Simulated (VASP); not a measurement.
# P: how numerical settings change the zone-centre modes, part 2 of 2

How far do the zone-centre frequencies of P depend on the numerical settings? The starting structure is a measured crystal structure from the Crystallography Open Database.

VASP 6.6.1.

Results so far: reference B2u 459.6 cm⁻¹.

### 3. Modes with a 6×6×4 mesh

Level of this step: LDA; plane waves and PAW (P) (VASP).

Against step 2 the input has a 6×6×4 mesh.

The input, INCAR:

```
SYSTEM = P
PREC = Accurate
ENCUT = 450
EDIFF = 1E-08
NELM = 100
ISMEAR = 0
SIGMA = 0.05
LREAL = .FALSE.
ALGO = Normal
GGA = CA
NBANDS = 16
LORBIT = 11
LWAVE = .FALSE.
LCHARG = .FALSE.
KPAR = 8
IBRION = 8
ISIF = 2
```

The input, POSCAR:

```
P
1.0
    1.6525692286     -5.0835773120      0.0000000000
    1.6525692286      5.0835773120      0.0000000000
    0.0000000000      0.0000000000      4.1301415726
P
4
Direct
    0.3937304081      0.6062695919      0.4284824036
    0.1062695919      0.8937304081      0.9284824036
    0.6062695919      0.3937304081      0.5715175964
    0.8937304081      0.1062695919      0.0715175964
```

The input, KPOINTS:

```
Automatic mesh
0
Gamma
6 6 4
0 0 0
```

The projector-augmented-wave data sets are P (LDA family, release 64).

The run is started by

```sh
$ mpirun -np 8 vasp_std
```

The program printed:

```text
[banner, memory and clock lines left out]
running    8 mpi-ranks, on    1 nodes
[...]
[... a notice as in an earlier step ...]

 LDA part: xc-table for (Slater(with rela. corr.)+CA(PZ))
 , standard interpolation
 POSCAR, INCAR and KPOINTS ok, starting setup
[...]
entering main loop
       N       E                     dE             d eps       ncg     rms          rms(c)
DAV:   1     0.496913282965E+02    0.49691E+02   -0.78985E+03  1248   0.956E+02
DAV:   2    -0.213699885307E+02   -0.71061E+02   -0.68820E+02  1720   0.155E+02
DAV:   3    -0.243174086036E+02   -0.29474E+01   -0.28739E+01  1712   0.335E+01
DAV:   4    -0.243459506149E+02   -0.28542E-01   -0.28535E-01  1576   0.397E+00
[...]
DAV:  12    -0.241125706444E+02   -0.57857E-07   -0.62692E-07  1680   0.510E-03    0.314E-03
DAV:  13    -0.241125706331E+02    0.11261E-07   -0.81887E-08  1544   0.177E-03    0.108E-03
DAV:  14    -0.241125706332E+02   -0.12369E-09   -0.11528E-08   912   0.641E-04
   1 F= -.24112571E+02 E0= -.24112179E+02  d E =-.783638E-03
[...]
RMM:  12    -0.554069727513E-01   -0.47807E-07    0.78569E-08  2512   0.137E-05    0.497E-07
RMM:  13    -0.554069578637E-01    0.14888E-07    0.85513E-08  1470   0.123E-05    0.173E-07
RMM:  14    -0.554069558046E-01    0.20591E-08    0.78691E-08   977   0.123E-05    0.265E-08
 first order change of Fermi-energy   0.17493E+00
 force on displaced ion       1 direction 2 :   0.000  -8.770   0.481
 Linear response progress:
  Degree of freedom:   3/  3
       N       E                     dE             d eps       ncg     rms          rms(c)
RMM:   1    -0.578569349777E-01   -0.57857E-01   -0.56434E-03  3884   0.150E+00
RMM:   2    -0.501593699534E-01    0.76976E-02   -0.48327E-03  2395   0.377E-01    0.161E-01
RMM:   3    -0.500029778464E-01    0.15639E-03   -0.30919E-04  2500   0.721E-02    0.881E-02
RMM:   4    -0.500129702555E-01   -0.99924E-05    0.84774E-06  2492   0.347E-02    0.225E-02
[...]
RMM:  12    -0.500316813600E-01    0.56122E-07    0.65720E-08  2585   0.125E-05    0.599E-07
RMM:  13    -0.500317056073E-01   -0.24247E-07   -0.40430E-08  1756   0.101E-05    0.237E-07
RMM:  14    -0.500317334620E-01   -0.27855E-07   -0.32487E-08  1070   0.992E-06    0.496E-08
 first order change of Fermi-energy  -0.13497E+01
 force on displaced ion       1 direction 3 :   0.000   0.496 -12.886
 Linear response finished
```

Elapsed: 52 s, on 8 MPI ranks of Intel Xeon Platinum 8259CL at 2.50GHz (Skylake/Cascade Lake), shared host; peak memory 2.4 GiB; 6.8 min of CPU time.

OUTCAR, selected parts (step 3):

```text
  Total        0.5058626     -0.3829701      0.0085245      0.0000000     -0.0000000      0.0000000
  in kB       11.6793625     -8.8420178      0.1968141      0.0000000     -0.0000000      0.0000000
  external PRESSURE =       1.0113863 kB  Pullay stress =       0.0000000 kB

 POSITION                                       TOTAL-FORCE (eV/Angst)
 -----------------------------------------------------------------------------------
      1.65257      1.08046      1.76969         0.000000     -0.032073      0.034642
      1.65257      4.00312      3.83476         0.000000      0.032073      0.034642
      1.65257     -1.08046      2.36045         0.000000      0.032073     -0.034642
      1.65257     -4.00312      0.29538         0.000000     -0.032073     -0.034642
 -----------------------------------------------------------------------------------
    total drift:                                0.000000      0.000000     -0.000000

[... 1 part as in an earlier step ...]

[... 1 further part left out ...]
```

With a 6×6×4 mesh the modes are at the top B2u 463.5, Ag (2) 448.3 cm⁻¹, at the bottom B1g 174.8, B1u 80.3 cm⁻¹, with 5 more of the listed ones between; the largest shift is -21.1 cm⁻¹, in B1u, from the reference.

### 4. Modes with a cutoff of 260 eV

Against step 2 the input has ENCUT = 260.

INCAR: that of step 3 with these lines changed.

```diff
@@ -2,3 +2,3 @@
 PREC = Accurate
-ENCUT = 450
+ENCUT = 260
 EDIFF = 1E-08
```

POSCAR is that of step 3.

The input, KPOINTS:

```
Automatic mesh
0
Gamma
10 10 8
0 0 0
```

The run is started by

```sh
$ mpirun -np 8 vasp_std
```

The program printed:

```text
[... set-up lines as in an earlier step ...]
 entering main loop
       N       E                     dE             d eps       ncg     rms          rms(c)
DAV:   1     0.303768103448E+02    0.30377E+02   -0.55990E+03  4960   0.609E+02
DAV:   2    -0.224456513210E+02   -0.52822E+02   -0.50966E+02  6960   0.126E+02
DAV:   3    -0.242839990271E+02   -0.18383E+01   -0.18311E+01  6376   0.257E+01
DAV:   4    -0.242997267746E+02   -0.15728E-01   -0.15725E-01  6464   0.281E+00
[...]
DAV:  11    -0.240655631429E+02    0.23354E-06   -0.80880E-06  6248   0.192E-02    0.104E-02
DAV:  12    -0.240655631474E+02   -0.45097E-08   -0.42468E-07  6400   0.389E-03    0.324E-03
DAV:  13    -0.240655631397E+02    0.76693E-08   -0.64564E-08  5944   0.157E-03
   1 F= -.24065563E+02 E0= -.24065401E+02  d E =-.324284E-03
 Linear response reoptimize wavefunctions to high precision
DAV:   1    -0.240655631396E+02    0.14734E-09   -0.13350E-08  6504   0.652E-04
DAV:   2    -0.240655631397E+02   -0.77307E-10   -0.83129E-10  3264   0.179E-04
 Linear response DOF=           3
 Linear response progress:
[...]
RMM:  12    -0.551800811804E-01   -0.26624E-07   -0.14335E-07 11910   0.773E-06    0.511E-07
RMM:  13    -0.551800949770E-01   -0.13797E-07   -0.15666E-07  7184   0.655E-06    0.141E-07
RMM:  14    -0.551800772271E-01    0.17750E-07   -0.15116E-07  4957   0.654E-06    0.220E-08
 first order change of Fermi-energy  -0.22368E+00
 force on displaced ion       1 direction 2 :   0.000  -8.623   0.465
 Linear response progress:
  Degree of freedom:   3/  3
       N       E                     dE             d eps       ncg     rms          rms(c)
RMM:   1    -0.566040428819E-01   -0.56604E-01    0.53688E-03 18814   0.148E+00
RMM:   2    -0.499377004204E-01    0.66663E-02   -0.45055E-03 11617   0.373E-01    0.170E-01
RMM:   3    -0.498163679884E-01    0.12133E-03   -0.14887E-04 12177   0.683E-02    0.940E-02
RMM:   4    -0.498425067559E-01   -0.26139E-04    0.43875E-05 12093   0.349E-02    0.230E-02
[...]
RMM:  12    -0.498664112769E-01   -0.12127E-07    0.48558E-08 12082   0.886E-06    0.561E-07
RMM:  13    -0.498664838892E-01   -0.72612E-07    0.29970E-08  8120   0.682E-06    0.191E-07
RMM:  14    -0.498664304783E-01    0.53411E-07    0.30032E-08  4871   0.672E-06    0.361E-08
 first order change of Fermi-energy  -0.10781E+01
 force on displaced ion       1 direction 3 :   0.000   0.485 -12.754
 Linear response finished
```

Elapsed: 68 s, on 8 MPI ranks; peak memory 3 GiB.

Parts of OUTCAR (step 4):

```text
  Total       -0.2374547     -0.2956405     -0.2787396      0.0000000      0.0000000      0.0000000
  in kB       -5.4823574     -6.8257507     -6.4355429      0.0000000      0.0000000      0.0000000
  external PRESSURE =      -6.2478837 kB  Pullay stress =       0.0000000 kB

 POSITION                                       TOTAL-FORCE (eV/Angst)
 -----------------------------------------------------------------------------------
      1.65257      1.08046      1.76969         0.000000      0.031695      0.026373
      1.65257      4.00312      3.83476         0.000000     -0.031695      0.026373
      1.65257     -1.08046      2.36045         0.000000     -0.031695     -0.026373
      1.65257     -4.00312      0.29538         0.000000      0.031695     -0.026373
 -----------------------------------------------------------------------------------
    total drift:                                0.000000      0.000000     -0.000000

[... 1 part as in an earlier step ...]

[... 1 further part left out ...]
```

With a cutoff of 260 eV the modes are at the top B2u 461.6, Ag (2) 443.6 cm⁻¹, at the bottom B1g 179.1, B1u 100.8 cm⁻¹, with 5 more of the listed ones between; the largest shift is +2.0 cm⁻¹, in B2u, from the reference.

### 5. Modes with a 14×14×10 mesh

Against step 2 the input has a 14×14×10 mesh.

INCAR: that of step 4 with these lines changed.

```diff
@@ -2,3 +2,3 @@
 PREC = Accurate
-ENCUT = 260
+ENCUT = 450
 EDIFF = 1E-08
```

POSCAR is that of step 4.

The input, KPOINTS:

```
Automatic mesh
0
Gamma
14 14 10
0 0 0
```

The run is started by

```sh
$ mpirun -np 8 vasp_std
```

The program printed:

```text
[... set-up lines as in an earlier step ...]
 entering main loop
       N       E                     dE             d eps       ncg     rms          rms(c)
DAV:   1     0.505312812138E+02    0.50531E+02   -0.78674E+03 10944   0.956E+02
DAV:   2    -0.213655897111E+02   -0.71897E+02   -0.69535E+02 15016   0.155E+02
DAV:   3    -0.243216715201E+02   -0.29561E+01   -0.29431E+01 14728   0.338E+01
DAV:   4    -0.243501538766E+02   -0.28482E-01   -0.28475E-01 13872   0.400E+00
[...]
DAV:  11    -0.241155065456E+02    0.44275E-06   -0.96678E-06 13896   0.213E-02    0.101E-02
DAV:  12    -0.241155065537E+02   -0.80543E-08   -0.53159E-07 14152   0.454E-03    0.327E-03
DAV:  13    -0.241155065465E+02    0.72182E-08   -0.72746E-08 13480   0.169E-03
   1 F= -.24115507E+02 E0= -.24115399E+02  d E =-.214671E-03
 Linear response reoptimize wavefunctions to high precision
DAV:   1    -0.241155065466E+02   -0.80490E-10   -0.14737E-08 14400   0.690E-04
DAV:   2    -0.241155065466E+02   -0.91404E-10   -0.93029E-10  7440   0.197E-04
 Linear response DOF=           3
 Linear response progress:
[...]
RMM:  12    -0.554716998565E-01    0.12180E-07   -0.10306E-07 28827   0.846E-06    0.505E-07
RMM:  13    -0.554717462572E-01   -0.46401E-07   -0.10688E-07 18207   0.714E-06    0.163E-07
RMM:  14    -0.554717191411E-01    0.27116E-07   -0.10706E-07 12026   0.710E-06    0.250E-08
 first order change of Fermi-energy   0.18873E+00
 force on displaced ion       1 direction 2 :   0.000  -8.591   0.456
 Linear response progress:
  Degree of freedom:   3/  3
       N       E                     dE             d eps       ncg     rms          rms(c)
RMM:   1    -0.573542146699E-01   -0.57354E-01   -0.12889E-03 44648   0.150E+00
RMM:   2    -0.501152828775E-01    0.72389E-02   -0.36597E-03 27222   0.381E-01    0.160E-01
RMM:   3    -0.500621989582E-01    0.53084E-04   -0.13914E-04 28645   0.726E-02    0.883E-02
RMM:   4    -0.500904235885E-01   -0.28225E-04    0.14121E-05 28533   0.350E-02    0.224E-02
[...]
RMM:   8    -0.501101537436E-01   -0.40894E-06    0.85332E-09 29967   0.286E-04    0.933E-05
RMM:   9    -0.501099513172E-01    0.20243E-06   -0.75003E-08 30690   0.781E-05    0.366E-05
RMM:  10    -0.501099556751E-01   -0.43579E-08    0.96166E-09 30816   0.263E-05    0.594E-06
 first order change of Fermi-energy  -0.92000E+00
 force on displaced ion       1 direction 3 :   0.000   0.480 -12.755
 Linear response finished
```

Run time: 6.5 min. Hardware: 8 MPI ranks; peak memory 12 GiB.

Parts of OUTCAR (step 5):

```text
  Total        0.0459986     -0.0575924      0.0526762      0.0000000      0.0000000      0.0000000
  in kB        1.0620173     -1.3296936      1.2161884      0.0000000      0.0000000      0.0000000
  external PRESSURE =       0.3161707 kB  Pullay stress =       0.0000000 kB

 POSITION                                       TOTAL-FORCE (eV/Angst)
 -----------------------------------------------------------------------------------
      1.65257      1.08046      1.76969         0.000000     -0.010594      0.002759
      1.65257      4.00312      3.83476         0.000000      0.010594      0.002759
      1.65257     -1.08046      2.36045         0.000000      0.010594     -0.002759
      1.65257     -4.00312      0.29538         0.000000     -0.010594     -0.002759
 -----------------------------------------------------------------------------------
    total drift:                                0.000000      0.000000     -0.000000

[... 1 part as in an earlier step ...]

[... 1 further part left out ...]
```

With a 14×14×10 mesh the modes are at the top B2u 459.6, Ag (2) 445.8 cm⁻¹, at the bottom B1g 180.0, B1u 78.7 cm⁻¹, with 5 more of the listed ones between; the largest shift is -22.7 cm⁻¹, in B1u, from the reference.

### 6. Modes with a smearing width of 0.02 eV

Against step 2 the input has SIGMA = 0.02.

INCAR: that of step 5 with these lines changed.

```diff
@@ -6,3 +6,3 @@
 ISMEAR = 0
-SIGMA = 0.05
+SIGMA = 0.02
 LREAL = .FALSE.
```

POSCAR is that of step 5.

The input, KPOINTS:

```
Automatic mesh
0
Gamma
10 10 8
0 0 0
```

The run is started by

```sh
$ mpirun -np 8 vasp_std
```

The program printed:

```text
[... set-up lines as in an earlier step ...]
 entering main loop
       N       E                     dE             d eps       ncg     rms          rms(c)
DAV:   1     0.496453387662E+02    0.49645E+02   -0.78536E+03  4960   0.955E+02
DAV:   2    -0.214372186329E+02   -0.71083E+02   -0.68943E+02  6816   0.154E+02
DAV:   3    -0.243227070174E+02   -0.28855E+01   -0.28727E+01  6872   0.334E+01
DAV:   4    -0.243495860232E+02   -0.26879E-01   -0.26872E-01  6152   0.390E+00
[...]
DAV:  11    -0.241152657918E+02    0.42796E-06   -0.92920E-06  6160   0.209E-02    0.101E-02
DAV:  12    -0.241152657818E+02    0.99483E-08   -0.55234E-07  6368   0.456E-03    0.323E-03
DAV:  13    -0.241152657744E+02    0.74003E-08   -0.87231E-08  5904   0.185E-03
   1 F= -.24115266E+02 E0= -.24115262E+02  d E =-.779354E-05
 Linear response reoptimize wavefunctions to high precision
DAV:   1    -0.241152657742E+02    0.22351E-09   -0.18232E-08  6680   0.771E-04
DAV:   2    -0.241152657743E+02   -0.11323E-09   -0.12119E-09  3424   0.224E-04
[...]
RMM:  10    -0.554154547186E-01    0.65451E-07    0.20866E-08 13045   0.250E-05    0.748E-06
RMM:  11    -0.554154202946E-01    0.34424E-07   -0.19293E-08 13406   0.116E-05    0.165E-06
RMM:  12    -0.554154219545E-01   -0.16600E-08   -0.19423E-08 12057   0.752E-06    0.490E-07
 first order change of Fermi-energy   0.18795E-01
 force on displaced ion       1 direction 2 :   0.000  -8.789   0.509
 Linear response progress:
  Degree of freedom:   3/  3
       N       E                     dE             d eps       ncg     rms          rms(c)
RMM:   1    -0.570830370340E-01   -0.57083E-01    0.43527E-04 18900   0.149E+00
RMM:   2    -0.501064106006E-01    0.69766E-02   -0.35407E-03 11567   0.376E-01    0.160E-01
RMM:   3    -0.500676103700E-01    0.38800E-04   -0.24523E-04 12180   0.718E-02    0.884E-02
RMM:   4    -0.500954223908E-01   -0.27812E-04   -0.95834E-05 12142   0.350E-02    0.222E-02
[...]
RMM:  12    -0.501036641275E-01    0.25918E-07    0.70429E-09 12398   0.849E-06    0.583E-07
RMM:  13    -0.501036790565E-01   -0.14929E-07   -0.46949E-09  8240   0.620E-06    0.226E-07
RMM:  14    -0.501036322397E-01    0.46817E-07   -0.50754E-09  4985   0.608E-06    0.430E-08
 first order change of Fermi-energy  -0.11528E+01
 force on displaced ion       1 direction 3 :   0.000   0.520 -12.751
 Linear response finished
```

Elapsed: 2.9 min, on 8 MPI ranks; peak memory 5.7 GiB; 23 min of CPU time.

OUTCAR, selected parts (step 6):

```text
  Total       -0.0052447     -0.0015380     -0.0052329      0.0000000      0.0000000      0.0000000
  in kB       -0.1210906     -0.0355103     -0.1208183      0.0000000      0.0000000      0.0000000
  external PRESSURE =      -0.0924731 kB  Pullay stress =       0.0000000 kB

 POSITION                                       TOTAL-FORCE (eV/Angst)
 -----------------------------------------------------------------------------------
      1.65257      1.08046      1.76969         0.000000      0.002803      0.001368
      1.65257      4.00312      3.83476         0.000000     -0.002803      0.001368
      1.65257     -1.08046      2.36045         0.000000     -0.002803     -0.001368
      1.65257     -4.00312      0.29538         0.000000      0.002803     -0.001368
 -----------------------------------------------------------------------------------
    total drift:                               -0.000000      0.000000     -0.000000

[... 2 parts as in an earlier step ...]
```

With a smearing width of 0.02 eV the modes are at the top B2u 458.6, Ag (2) 447.8 cm⁻¹, at the bottom B1g 179.6, B1u 103.7 cm⁻¹, with 5 more of the listed ones between; the largest shift is +5.7 cm⁻¹, in Ag (1), from the reference.

### 7. Modes with finite displacements

Against step 2 the input has IBRION = 6, NFREE = 2 and POTIM = 0.015 (also changed: NSW).

INCAR: that of step 6 with these lines changed.

```diff
@@ -6,3 +6,3 @@
 ISMEAR = 0
-SIGMA = 0.02
+SIGMA = 0.05
 LREAL = .FALSE.
@@ -15,3 +15,6 @@
 KPAR = 8
-IBRION = 8
+IBRION = 6
+NFREE = 2
+POTIM = 0.015
+NSW = 1
 ISIF = 2
```

POSCAR is that of step 6.

KPOINTS is that of step 6.

The run is started by

```sh
$ mpirun -np 8 vasp_std
```

The program printed:

```text
[... set-up lines as in an earlier step ...]
 entering main loop
       N       E                     dE             d eps       ncg     rms          rms(c)
[... 13 cycles as in an earlier step ...]
   1 F= -.24115363E+02 E0= -.24115204E+02  d E =-.318123E-03
[...]
2 F= -.24114145E+02 E0= -.24113986E+02  d E =-.319486E-03
[...]
3 F= -.24114145E+02 E0= -.24113986E+02  d E =-.319486E-03
[...]
4 F= -.24114432E+02 E0= -.24114281E+02  d E =-.300824E-03
[...]
5 F= -.24114362E+02 E0= -.24114175E+02  d E =-.373152E-03
[...]
6 F= -.24113959E+02 E0= -.24113794E+02  d E =-.330109E-03
[...]
7 F= -.24113926E+02 E0= -.24113761E+02  d E =-.331063E-03
 Finite differences progress:
  Degree of freedom:   3/  3
  Displacement:        2/  2
  Total:               6/  6
```

Elapsed: 5.4 min, on 8 MPI ranks; peak memory 4.3 GiB.

Parts of OUTCAR (step 7):

```text
  Total        0.0772895     -0.0257931      0.2043511      0.0000000      0.0792473      0.0000000
  in kB        1.7844621     -0.5955116      4.7180615      0.0000000      1.8296629      0.0000000
  external PRESSURE =       1.9690040 kB  Pullay stress =       0.0000000 kB

 POSITION                                       TOTAL-FORCE (eV/Angst)
 -----------------------------------------------------------------------------------
      1.65257      1.08046      1.75469         0.000000     -0.005988      0.192312
      1.65257      4.00312      3.83476         0.000000      0.011644     -0.029140
      1.65257     -1.08046      2.36045         0.000000      0.006205     -0.010870
      1.65257     -4.00312      0.29538         0.000000     -0.011862     -0.152301
 -----------------------------------------------------------------------------------
    total drift:                                0.000000      0.000016     -0.000026

  FREE ENERGIE OF THE ION-ELECTRON SYSTEM (eV)
  ---------------------------------------------------
  free  energy   TOTEN  =       -24.1139260465 eV

  energy  without entropy=      -24.1135949832  energy(sigma->0) =      -24.11376051

[... 2 parts as in an earlier step ...]

[... 1 further part left out ...]
[key lines of the parts left out:]
E-fermi :   7.5360
```

The last energy, forces and stress in OUTCAR belong to the last displaced cell, not to that of POSCAR.

With finite displacements the modes are at the top B2u 457.7, Ag (2) 443.3 cm⁻¹, at the bottom B1g 178.7, B1u 100.3 cm⁻¹, with 5 more of the listed ones between; the largest shift is -1.9 cm⁻¹, in B2u, from the reference.

### 8. Comparison

```csv
run,B2u,Ag (2),B2g,Au,Ag (1),B3g (1),B1g,B1u,method,core minutes
reference,459.6,443.4,421.9,415.1,356.2,215.4,178.8,101.4,perturbation theory,38.3
a 6×6×4 mesh,463.5,448.3,418.6,421.0,368.5,215.4,174.8,80.3,perturbation theory,6.93
a cutoff of 260 eV,461.6,443.6,421.4,415.3,357.3,216.4,179.1,100.8,perturbation theory,9.07
a 14×14×10 mesh,459.6,445.8,420.7,415.0,360.4,216.0,180.0,78.7,perturbation theory,52.3
a smearing width of 0.02 eV,458.6,447.8,421.9,414.9,361.9,215.7,179.6,103.7,perturbation theory,23.1
finite displacements,457.7,443.3,420.1,414.6,356.0,215.3,178.7,100.3,finite displacements,43.5
```

Modes are in cm⁻¹, degenerate ones as one, matched between runs by symmetry and order. A number in brackets counts the listed modes of one symmetry from the lowest. The symmetry labels come from an automatic analysis and can be wrong where levels nearly coincide. Between the highest four and the lowest four, 1 more is left out. Core minutes are wall time times ranks of the run shown, on a shared host.

### 9. Results

```json
{
  "B2u, reference": "459.6 cm⁻¹",
  "B1u, reference": "101.4 cm⁻¹",
  "B2u, a 6×6×4 mesh": "463.5 cm⁻¹",
  "B1u, a 6×6×4 mesh": "80.3 cm⁻¹",
  "B2u, a cutoff of 260 eV": "461.6 cm⁻¹",
  "B1u, a cutoff of 260 eV": "100.8 cm⁻¹",
  "B2u, a 14×14×10 mesh": "459.6 cm⁻¹",
  "B1u, a 14×14×10 mesh": "78.7 cm⁻¹",
  "B2u, a smearing width of 0.02 eV": "458.6 cm⁻¹",
  "B1u, a smearing width of 0.02 eV": "103.7 cm⁻¹",
  "B2u, finite displacements": "457.7 cm⁻¹",
  "B1u, finite displacements": "100.3 cm⁻¹"
}
```

**Reading.** The largest change comes with a 14×14×10 mesh: -22.7 cm⁻¹ in B1u. On finer settings the modes change by up to -22.7 cm⁻¹ in B1u with a 14×14×10 mesh. So the reference isn't converged for B1u. Further runs on this material are not shown.

[Lines on the potential files, build, host, timing and source positions are cut from VASP's logs without a mark.]

[Logs are printed without paths, hosts, clocks, repeated set-up lines and the standing remarks that a program may print on its own settings, such as how far it seeks lower states.]

[Hosts, paths, dates, database ids (printed as entryN), source tags and the programs' standing remarks are cut or masked in the printed files.]
